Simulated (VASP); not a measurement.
Energy against volume of CsBr (CsCl type). Level of theory: LDA (Ceperley-Alder, Perdew-Zunger), VASP's LDA PAW potentials (set 64) (plane waves; VASP 6.6.1). Run with 520 eV cut-off, 7×7×7 Γ-centred mesh, Gaussian smearing of 0.050 eV, potentials Cs_sv Br.

```tsv
V (Å³/atom)	E (eV/atom)
33.530	-3.38697
34.600	-3.39440
35.670	-3.39669
36.740	-3.39475
```

Fit these four points and predict the energy of the run at 37.810 Å³/atom.

A cubic in V^(−2/3), the third-order Birch-Murnaghan form, passes through the four points with V0 = 35.68 Å³/atom and B0 = 21 GPa, and gives -3.3893 eV/atom there. The run gave -3.3893 eV/atom, +0.1 meV/atom from the fit; all five points give B0 = 21 GPa.

The compound is CsBr in the CsCl type structure. It was relaxed first, which changed the volume by -10 %.
